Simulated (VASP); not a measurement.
Given:

```
Ta
1.0
   -1.65000     1.65000     1.65000
    1.65000    -1.65000     1.65000
    1.65000     1.65000    -1.65000
Ta
1
Direct
  0.00000   0.00000   0.00000
```

These are PW91 GGA, VASP's PBE PAW potentials (set 64) (plane waves; VASP) values and carry that method's errors. Settings: 520 eV cut-off, 14×14×14 Γ-centred mesh, first-order Methfessel-Paxton smearing of 0.10 eV, potentials Ta_pv.

Energy and stress use the plane-wave basis of the starting cell.

Problem. The ions, cell shape and volume are relaxed. Give the cell that the relaxation ends in.

Solution. 
```
Ta
1.0
   -1.66166     1.66166     1.66166
    1.66166    -1.66166     1.66166
    1.66166     1.66166    -1.66166
Ta
1
Direct
  0.00000   0.00000   0.00000
```
Space group Im-3m (229), at a tolerance of 0.03 Å.

Problem. How do energy and volume change from the first to the last step?

Solution. The energy (σ→0) changes by -5.0 meV/atom and the volume by +2.1 %, in 3 ionic steps.

The compound is Ta in the bcc structure. This run relaxes it. Symmetry was kept, so distortions that lower it aren't found.
